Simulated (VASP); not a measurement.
All values below come from PBEsol GGA, VASP's PBE PAW potentials (set 64) (plane waves; VASP 6.6.1). For the alloy's cell: Settings: 400 eV cut-off, 15×15×4 Γ-centred mesh, tetrahedra with Blöchl corrections, potentials Cu Al.

| end member | E (eV/atom) | V (Å³/atom) | gap (eV) |
|---|---|---|---|
| Al (fcc) | -4.0930 | 16.14 | 0.00 |
| Cu (fcc) | -4.3094 | 11.31 | 0.00 |

An ordered cell with a fraction 0.50 of the second end member relaxes to

```
AlCu
1.0
    0.00000     1.94036     1.94036
    1.94036     0.00000     1.94036
    7.36005     7.36005     0.40138
Cu Al
2 2
Direct
  0.99221   0.99221   0.00584
  0.00779   0.00779   0.24416
  0.02129   0.02129   0.48403
  0.97871   0.97871   0.76597
```

Problem. Estimate the mixing energy, the deviation from a linear volume and the gap.

Solution. Its energy is -4.2441 eV/atom, so the mixing energy is -43 meV/atom. The volume of 13.48 Å³/atom lies -1.8 % from the linear mean. The cell is without a gap at this level.
